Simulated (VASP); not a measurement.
The system is Hf2ZrGe2.

```
CELL_PARAMETERS angstrom
5.00500 -5.00500 0.00000
5.00500 5.00500 0.00000
0.00000 0.00000 3.68000
ATOMIC_POSITIONS crystal
Zr 0.31900 0.68100 0.50000
Zr 0.68100 0.31900 0.50000
Hf 0.00000 0.50000 0.00000
Hf 0.81900 0.81900 0.50000
Hf 0.18100 0.18100 0.50000
Hf 0.50000 0.00000 0.00000
Ge 0.87500 0.12500 0.00000
Ge 0.12500 0.87500 0.00000
Ge 0.62500 0.62500 0.00000
Ge 0.37500 0.37500 0.00000
```

The cell was built by a generator and needn't be a form met in nature.

| Quantity | Value |
| --- | --- |
| Program | VASP 6.6.1 |
| Task | relaxation of cell and atoms |
| Functional | PBE |
| Potentials or basis | VASP PAW PBE potentials, release 64 (Zr_sv, Hf_pv, Ge_d) |
| Cutoff | 520 eV |
| k mesh | 3 × 3 × 5 |
| Occupations | gaussian, width 0.15 eV |
| Spin | no spin polarisation |

At the start: pressure 5.4 GPa; volume 18.44 Å³/atom.

Task: Where does the relaxation end?

Result: Over 10 steps the energy falls by 29.1 meV/atom and the volume is 19.24 Å³/atom (+4.4 %); space group Cmmm (No. 65, to 0.05 Å).

Step by step:
| step | energy change (eV) | largest force (eV/Å) | pressure (GPa) | volume (Å³) |
| --- | --- | --- | --- | --- |
| 1 | 0.0000 | 0.8138 | 5.41 | 184.37 |
| 2 | -0.0072 | 0.4043 | -6.35 | 201.49 |
| 3 | -0.1696 | 0.5210 | -1.06 | 192.88 |
| 4 | -0.1701 | 0.5493 | -0.28 | 192.50 |
| 5 | -0.1702 | 0.5254 | -1.14 | 192.71 |
| 6 | -0.2318 | 0.2809 | -0.60 | 192.27 |
| 7 | -0.2677 | 0.3700 | 0.12 | 191.78 |
| 8 | -0.2723 | 0.4099 | 0.20 | 191.58 |
| 9 | -0.2900 | 0.0878 | -0.18 | 192.23 |
| 10 | -0.2913 | 0.0407 | -0.40 | 192.41 |

Final structure:
```
Zr Hf Ge
1.0
     5.05587   -5.07213    0.00000
     5.05587    5.07213    0.00000
     0.00000    0.00000    3.75150
Zr Hf Ge
2 4 4
Cartesian
  5.0559 1.7372 1.8757
  5.0559 -1.7372 1.8757
  2.5279 2.5361 0.0000
  8.3860 0.0000 1.8757
  1.7257 0.0000 1.8757
  7.5838 2.5361 0.0000
  5.0559 -3.7583 0.0000
  5.0559 3.7583 3.7515
  6.3833 0.0000 3.7515
  3.7284 0.0000 0.0000
```
